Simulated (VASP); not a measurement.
Computed with LDA (Ceperley-Alder, Perdew-Zunger), VASP's LDA PAW potentials (set 64) (plane waves; VASP).

VASP ran on this input.

**INCAR**
```
# general
SYSTEM  = BaTiO3
PREC    = Accurate
ENCUT   = 400
LREAL   = .False.
LASPH   = .True.   # aspherical one-centre terms

# electronic loop
EDIFF   = 1E-6   # SCF stop (eV)
NELM    = 100   # most electronic steps
ALGO    = Normal   # blocked Davidson
LMAXMIX = 4   # l cut-off of mixed one-centre charges

# smearing
ISMEAR  = 0
SIGMA   = 0.01   # width (eV)

# ions
ISIF    = 2   # forces and stress, cell fixed

# output
LWAVE   = .False.
LCHARG  = .False.
```

**POSCAR**
```
BaTiO3
1
    3.9673970000     0.0000000000     0.0000000000
    0.0000000000     2.8511450000     2.8638390000
    0.0000000000    -2.8511450000     2.8638390000
Ba Ti O
1 1 3
Direct
  0.0000000000   0.0034100000   0.0034100000
  0.5000000000   0.5185000000   0.5185000000
  0.5000000000   0.9784300000   0.4913500000
  0.5000000000   0.4913500000   0.9784300000
  0.0000000000   0.4882000000   0.4882000000
```

**KPOINTS**
```
Automatic mesh
0
Gamma
7 7 7
0 0 0
```

POTCAR, in this order: Ba_sv Ti_sv O (LDA.64 set). Program: vasp_std.

Output of the run:

### OSZICAR
```
       N       E                     dE             d eps       ncg     rms          rms(c)
DAV:   1     0.395485569626E+03    0.39549E+03   -0.18629E+04  3072   0.150E+03
DAV:   2    -0.197305358150E+02   -0.41522E+03   -0.40785E+03  4040   0.438E+02
DAV:   3    -0.529900077480E+02   -0.33259E+02   -0.33184E+02  4472   0.127E+02
DAV:   4    -0.543942580975E+02   -0.14043E+01   -0.14037E+01  4448   0.223E+01
DAV:   5    -0.544361235662E+02   -0.41865E-01   -0.41864E-01  4256   0.297E+00    0.236E+01
DAV:   6    -0.444978530781E+02    0.99383E+01   -0.72368E+01  4960   0.772E+01    0.104E+01
DAV:   7    -0.444003380693E+02    0.97515E-01   -0.12905E+01  3984   0.268E+01    0.690E+00
DAV:   8    -0.441844250435E+02    0.21591E+00   -0.11807E+00  4160   0.106E+01    0.261E+00
DAV:   9    -0.441926699131E+02   -0.82449E-02   -0.20046E-01  4056   0.313E+00    0.109E+00
DAV:  10    -0.441793168139E+02    0.13353E-01   -0.79954E-02  4016   0.299E+00    0.307E-01
DAV:  11    -0.441788237052E+02    0.49311E-03   -0.50786E-03  4816   0.537E-01    0.626E-02
DAV:  12    -0.441787832281E+02    0.40477E-04   -0.28769E-04  3840   0.159E-01    0.343E-02
DAV:  13    -0.441787585419E+02    0.24686E-04   -0.15249E-04  4160   0.129E-01    0.107E-02
DAV:  14    -0.441787578964E+02    0.64551E-06   -0.22339E-05  4512   0.338E-02    0.440E-03
DAV:  15    -0.441787579055E+02   -0.90818E-08   -0.12253E-06  2192   0.997E-03
   1 F= -.44178758E+02 E0= -.44178758E+02  d E =-.121807E-26
```

File OUTCAR:
```
------------------------ aborting loop because EDIFF is reached ----------------------------------------
  FORCE on cell =-STRESS in cart. coord.  units (eV):
  Direction    XX          YY          ZZ          XY          YZ          ZX
  --------------------------------------------------------------------------------------
  Total       -4.1380443     -3.9805447     -3.9931183      0.0000000      0.0000000      0.0000000
  in kB     -102.3298070    -98.4349968    -98.7459289      0.0000000      0.0000000      0.0000000
  external PRESSURE =     -99.8369109 kB  Pullay stress =       0.0000000 kB
  volume of cell :       64.79
      direct lattice vectors                 reciprocal lattice vectors
     3.967397000  0.000000000  0.000000000     0.252054433  0.000000000  0.000000000
     0.000000000  2.851145000  2.863839000     0.000000000  0.175368142  0.174590820
     0.000000000 -2.851145000  2.863839000     0.000000000 -0.175368142  0.174590820
 POSITION                                       TOTAL-FORCE (eV/Angst)
 -----------------------------------------------------------------------------------
      0.00000      0.00000      0.01953         0.000000     -0.000000      0.043639
      1.98370      0.00000      2.96980         0.000000     -0.000000      0.066766
      1.98370      1.38874      4.20921         0.000000     -0.008025     -0.042942
      1.98370     -1.38874      4.20921         0.000000      0.008025     -0.042942
      0.00000      0.00000      2.79625         0.000000     -0.000000     -0.024521
 -----------------------------------------------------------------------------------
    total drift:                                0.000000      0.000002     -0.000355
  FREE ENERGIE OF THE ION-ELECTRON SYSTEM (eV)
  ---------------------------------------------------
  free  energy   TOTEN  =       -44.1787579055 eV

  energy  without entropy=      -44.1787579055  energy(sigma->0) =      -44.17875791
```
(Selected blocks of OUTCAR.)

At this cut-off the stress carries a Pulay error, which pulls relaxed volumes low.

The structure comes from a computed database's BaTiO3 entry (Amm2); how it stands against other phases isn't given here. The cell was not relaxed at this level.
